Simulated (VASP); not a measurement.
BeTe (zinc blende):

```
BeTe
1.0
    0.00000     2.81500     2.81500
    2.81500     0.00000     2.81500
    2.81500     2.81500     0.00000
Be Te
1 1
Cartesian
  0.00000   0.00000   0.00000
  1.40750   1.40750   1.40750
```

The lowest empty band near X, direction across the valley's axis, from mBJ (TB09) with spin-orbit coupling in VASP (PAW); its two spin partners are averaged. The gap over the points computed is 2.38 eV, and the next band on that side lies 0.49 eV away at the edge.

Numerical set-up: 400 eV cut-off, 9×9×9 Γ-centred mesh, Gaussian smearing of 0.050 eV, potentials Be Te.

| distance from the edge in k (1/Å) | distance in energy (meV) |
|---|---|
| 0.018 | 4.6 |
| 0.025 | 8.8 |
| 0.035 | 17.2 |
| 0.050 | 35.0 |
| 0.070 | 68.2 |

Task: Fit E(1 + αE) = ħ²k²/2m* (ħ²/2m0 = 3.810 eV Å²) and predict the row at 0.095 1/Å.

Result: The rows don't resolve α, so a parabola serves: the electron mass is m* = 0.273 m0, and so 125.8 meV. The run gave 125.0 meV, -0.8 meV from the fit.

Left out are points under 3 meV from the edge, since the levels carry 0.1 meV, and points farther than half the way to the next band.

The compound is BeTe in the zinc blende structure. The cell was not relaxed at this level.
